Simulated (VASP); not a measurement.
Method: PBEsol GGA, VASP's PBE PAW potentials (set 64) (plane waves; VASP).

The input files of a VASP run:

**INCAR**
```
SYSTEM = WTe
PREC = Accurate
ENCUT = 400
EDIFF = 1E-6
NELM = 100
ALGO = Normal
LREAL = .FALSE.
LASPH = .TRUE.
ISMEAR = 1
SIGMA = 0.1
GGA = PS
LMAXMIX = 6
LWAVE = .FALSE.
LCHARG = .FALSE.
IBRION = 2
ISIF = 3
NSW = 60
EDIFFG = -0.02
```

File KPOINTS:
```
Automatic mesh
0
Gamma
8 8 5
0 0 0
```

POSCAR:
```
WTe
1.0
  3.8932052647   0.0000000000   0.0000000000
 -1.9466026324   3.3716144726   0.0000000000
  0.0000000000   0.0000000000   6.2803443734
W Te
2 2
Cart
  0.0000000000   0.0000000000   0.0000000000
  0.0000000000   0.0000000000   3.1401721867
 -0.0000019466   2.2477441056   1.5700860934
  1.9466045789   1.1238703670   4.7102582801
```

POTCAR, in this order: W_sv Te (PBE.64 set). Program: vasp_std.

Energy and stress use the plane-wave basis of the starting cell. Unless said otherwise, spin-orbit coupling is left out, though it shifts the bands of the heavy elements here.

Problem. Estimate the energy per atom (σ→0), volume per atom, band gap (on the k-mesh).

Solution. 
```
Property                                                    Result
------------------------  ----------------------------------------
energy per atom (σ→0)                               -8.037 eV/atom
band gap (on the k-mesh)  none (metal, semimetal or under 0.01 eV)
volume per atom                                     21.08 Å^3/atom
```

### OSZICAR
```
...
  30 F= -.32148784E+02 E0= -.32146959E+02  d E =-.103976E-03
       N       E                     dE             d eps       ncg     rms          rms(c)
DAV:   1    -0.321507244083E+02   -0.19397E-02   -0.43598E-02  1560   0.200E+00    0.403E-01
DAV:   2    -0.321490682969E+02    0.16561E-02   -0.80070E-03  1696   0.649E-01    0.838E-02
DAV:   3    -0.321488876746E+02    0.18062E-03   -0.46351E-04  1640   0.117E-01    0.508E-02
DAV:   4    -0.321488500562E+02    0.37618E-04   -0.10692E-04  1704   0.693E-02    0.365E-02
DAV:   5    -0.321488493078E+02    0.74832E-06   -0.50790E-06  1448   0.185E-02
  31 F= -.32148849E+02 E0= -.32146977E+02  d E =-.168813E-03
```

The structure was generated: WTe was put into the NiAs type type (P6_3/mmc), which need not be its known phase. This run relaxes it. Symmetry was kept, so distortions that lower it aren't found. The start is the result of an earlier pass.
